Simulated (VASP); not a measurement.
# TiS (relaxed from the wurtzite structure, space group P6_3mc): computed properties

The numbers are results of PBEsol GGA, VASP's PBE PAW potentials (set 64) (plane waves; VASP 6.6.1), not measurements.

```json
{
  "space_group": "P6_3mc (186)",
  "cell": "a = 3.432 Å, b = 3.432 Å, c = 7.128 Å, α = 90.00°, β = 90.00°, γ = 120.00°",
  "volume_per_atom": "18.18 Å³/atom",
  "band gap (over mesh and band path)": "none (metal, semimetal or under 0.01 eV)",
  "density": "3.65 g/cm³"
}
```

Space group P6₃mc (No. 186); a = b = 3.4318 Å, c = 7.1281 Å, α = β = 90.00°, γ = 120.00°

```tsv
atom	site	symmetry	x	y	z
Ti	2b	3m.	0.3333	0.6667	0.0251
S	2b	3m.	0.3333	0.6667	0.3499
```

The structure was generated: TiS was put into the wurtzite type (P6_3mc), which need not be its known phase. It was relaxed first, which changed the volume by -37 %. Symmetry was kept, so distortions that lower it aren't found.
